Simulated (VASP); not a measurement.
## GaAs: energy against volume

GaAs (zinc blende, F-43m, 22.629 Å³/atom and stress up to 0.19 GPa in the relaxed cell, cube axes along x, y and z) under an equal strain ε along all three axes. PBEsol in VASP (plane waves, PAW), 480 eV, 10×10×10 Γ-centred mesh, Gaussian smearing 0.05 eV; ions are relaxed, or left where forces stay under 0.02 eV/Å, within the symmetry of each cell.

Here V stands for volume and E for E less E0.

| volume (Å³/atom) | E less E0 (meV/atom) | pressure (GPa) |
|---|---|---|
| 21.2981 | 21.25 | 5.10 |
| 21.6257 | 12.14 | 3.74 |
| 21.9567 | 5.65 | 2.47 |
| 22.2911 | 1.65 | 1.29 |
| 22.6288 | 0.00 | 0.19 |
| 22.9700 | 0.59 | -0.82 |
| 23.3145 | 3.28 | -1.76 |
| 23.6625 | 7.96 | -2.63 |
| 24.0139 | 14.52 | -3.41 |
| 24.7271 | ? | ? |

Taking the third-order Birch-Murnaghan form, a cubic in V^(-2/3) for E over the 9 complete rows: With u = V^(-2/3) - 0.125, the rows have u = 0.005149, 0.003831, 0.002533, 0.001254, -0.000005, -0.001246, -0.002468, -0.003672, -0.004859. Least squares gives E = 0.008 + 415.2·u + 710133·u² + 2043280·u³. Residuals (row less fit): -0.002, 0.004, 0.001, 0.001, -0.006, 0.001, 0.002, 0.003, -0.002; standard error 0.004 (degrees of freedom: 5). Its minimum lies at u = -0.000293, so V0 = (0.124707)^(-3/2) = 22.71. There d²E/du² = 1417000 and d³E/du³ = 1.226e7, so B0 = (4/9) × 22.71^(-7/3) × 1417000 × 0.160218 = 69.1 GPa (the last factor turns the table's units into GPa), and B0' = 4 + (2/3) × 0.124707 × (1.226e7)/1417000 = 4.7. B0' rests on the cubic coefficient alone and has a standard error of 0.1 from these residuals.

Problem. Predict the withheld E at V = 24.7271 from the fit, and compare with the calculation.

Solution. u = -0.007180, so E = 0.008 + 415.2 × (-0.007180) + 710133 × (-0.007180)² + 2043280 × (-0.007180)³ = 32.880 meV/atom. The calculation gives 32.71 meV/atom, 0.170 meV/atom below the prediction (0.5 % of the range of E in the table). The row lies outside the fitted rows, so this is an extrapolation. The scatter of the fitted rows lies at the last printed digit.

This level leaves no gap over 0.05 eV at strain 2.00, 3.00 %. Other structures, which can take over under pressure, weren't tried. The same form fitted to the pressure column gives B0' = 4.8; series where the two differ by over 0.4 aren't shown. Rows are the converged runs of the series near zero and its far end, less any whose ions stayed unrelaxed beside relaxed ones; series whose fitted rows scatter by over a few per cent of the range, as at a crossing or softening among them, aren't shown in this form.
